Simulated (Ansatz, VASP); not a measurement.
**Mo3Ru3C2: VASP beside Ansatz**

Contents of INCAR:

```
PREC = Accurate
ENCUT = 520
EDIFF = 1E-7
ISMEAR = -1
SIGMA = 0.05
LREAL = False
LASPH = True
NELM = 60
ALGO = Normal
ISIF = 2
LWAVE = False
LCHARG = False
GGA = PE
NBANDS = 56
```

The input KPOINTS:

```
regular mesh
0
Gamma
  10 10 2
```

POSCAR

```
Mo3Ru3C2
1.0
    2.9285364739      0.0000000000      0.0000000000
   -1.4642682370      2.5361869823      0.0000000000
    0.0000000000      0.0000000000     13.9752642559
Ru Mo C
3 3 2
Direct
    0.3333333333      0.6666666667      0.3459835000
    0.0000000000      0.0000000000      0.5000000000
    0.6666666667      0.3333333333      0.6540165000
    0.3333333333      0.6666666667      0.8121105000
    0.0000000000      0.0000000000      0.0000000000
    0.6666666667      0.3333333333      0.1878895000
    0.6666666667      0.3333333333      0.9011725000
    0.3333333333      0.6666666667      0.0988275000
```

input.yaml

```yaml
crystal:
  lattice:
    - [2.9285364739, 0.0, 0.0]
    - [-1.464268237, 2.5361869823, 0.0]
    - [0.0, 0.0, 13.9752642559]
  atoms:
    - { symbol: Ru, position: [0.3333333333, 0.6666666667, 0.3459835] }
    - { symbol: Ru, position: [0.0, 0.0, 0.5] }
    - { symbol: Ru, position: [0.6666666667, 0.3333333333, 0.6540165] }
    - { symbol: Mo, position: [0.3333333333, 0.6666666667, 0.8121105] }
    - { symbol: Mo, position: [0.0, 0.0, 0.0] }
    - { symbol: Mo, position: [0.6666666667, 0.3333333333, 0.1878895] }
    - { symbol: C, position: [0.6666666667, 0.3333333333, 0.9011725] }
    - { symbol: C, position: [0.3333333333, 0.6666666667, 0.0988275] }
hamiltonian:
  xc: pbe
  pseudopotentials: { kind: paw }
kpoints:
  mp_grid: { grid: [10, 10, 2] }
scf:
  occupations: { method: fermi_dirac, width: 0.05 }
output:
  forces: true
  stress: true
  eigenvalues: true
  write_density: true
  write_potential: true
  elf: true
  volumetric_format: npy
```

Change from the starting cell: volume scaled by 1.02.

Alike in both runs: task single point; functional PBE; k mesh 10 × 10 × 2; occupations fermi-dirac, width 0.05 eV; no spin polarisation.

|  | VASP | Ansatz |
| --- | --- | --- |
| version | VASP 6.6.1 | Ansatz 0.2.0 |
| potentials or method | VASP PAW PBE potentials, release 64 (Ru_pv, Mo_sv, C) | Ansatz PAW |
| plane-wave cutoff (eV) | 520 | 420 |
| valence electrons in the cell | 92 | 98 |

```tsv
	VASP	Ansatz	Ansatz less VASP
gap on the k mesh at the Fermi level (eV)	none	none	-
pressure (GPa)	-7.8	-8.0	-0.25
largest component of the traceless stress (GPa)	0.27	0.31	+0.030
rms of the force components (eV/Å)	0.022	0.027	+0.0047
```

Atom by atom the forces differ by 0.007 eV/Å (rms over components). A gap of «none» marks a metal or a gap that the smearing closes. The two sets of potentials don't hold the same shells in valence.
